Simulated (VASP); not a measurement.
Level of theory: r2SCAN meta-GGA, VASP's PBE PAW potentials (set 64) (plane waves; VASP 6.6.1).

VASP input:

POSCAR:
```
GaP
1
    0.0000000000     2.7250000000     2.7250000000
    2.7250000000     0.0000000000     2.7250000000
    2.7250000000     2.7250000000     0.0000000000
Ga P
1 1
Direct
  0.0000000000   0.0000000000   0.0000000000
  0.2500000000   0.2500000000   0.2500000000
```

File KPOINTS:
```
Automatic
0
gamma
 9 9 9
```

### INCAR
```
# general
SYSTEM  = GaP
PREC    = Accurate
ENCUT   = 520
LREAL   = .FALSE.
LASPH   = .TRUE.

# electronic loop
EDIFF   = 1E-7
NELM    = 100
ALGO    = Normal
LMAXMIX = 4
LMIXTAU = .TRUE.

# smearing
ISMEAR  = -5

# functional
METAGGA = R2SCAN

# ions
ISIF    = 2

# output
LWAVE   = .FALSE.
LCHARG  = .FALSE.
LORBIT  = 11
NEDOS   = 601
```

### KPOINTS_OPT
```
k-points along high-symmetry lines
10
Line-mode
Reciprocal
  0.000000   0.000000   0.000000 ! GAMMA
 -0.500000  -0.500000   0.000000 ! X

 -0.500000  -0.500000   0.000000 ! X
 -0.375000  -0.375000   0.250000 ! U

 -0.375000  -0.000000   0.375000 ! K
  0.000000   0.000000   0.000000 ! GAMMA

  0.000000   0.000000   0.000000 ! GAMMA
 -0.000000   0.000000   0.500000 ! L

 -0.000000   0.000000   0.500000 ! L
 -0.500000  -0.250000   0.250000 ! W

 -0.500000  -0.250000   0.250000 ! W
 -0.500000  -0.500000   0.000000 ! X
```

POTCAR, in this order: Ga_d P (PBE.64 set). Program: vasp_std.

**Question.** What will the output report for the number of irreducible k-points (NKPTS), largest plane-wave count, number of space-group operations, FFT grid (NGX, NGY, NGZ)?

**Answer.** 
```
Property                                      Result
--------------------------------------  ------------
number of irreducible k-points (NKPTS)            35
largest plane-wave count                        1113
number of space-group operations                  24
FFT grid (NGX, NGY, NGZ)                30 × 30 × 30
```

The compound is GaP in the zinc blende structure. The cell was not relaxed at this level.
